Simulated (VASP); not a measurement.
Given:

```
CaS
1.0
    0.00000     2.79851     2.79851
    2.79851     0.00000     2.79851
    2.79851     2.79851     0.00000
Ca S
1 1
Direct
  0.00000   0.00000   0.00000
  0.50000   0.50000   0.50000
```

These are vdW-DF-cx, VASP's PBE PAW potentials (set 64) (plane waves; VASP 6.6.1) values and carry that method's errors. Settings: 520 eV cut-off, 8×8×8 Γ-centred mesh, Gaussian smearing of 0.050 eV, potentials Ca_sv S.

**Question.** What does the run give for the energy per atom (σ→0), pressure, band gap (on the k-mesh) with the smallest direct gap where there is one?

**Answer.** 
```yaml
band gap (on the k-mesh): 2.19 eV
smallest direct gap (on the k-mesh): 3.04 eV
energy per atom (σ→0): -3.396 eV/atom
pressure: 1.97 GPa
```

Only differences to runs with the same potentials and settings are physical.

The compound is CaS in the rock salt structure. This cell is one point of a volume scan, at 0.97 of the reference volume.
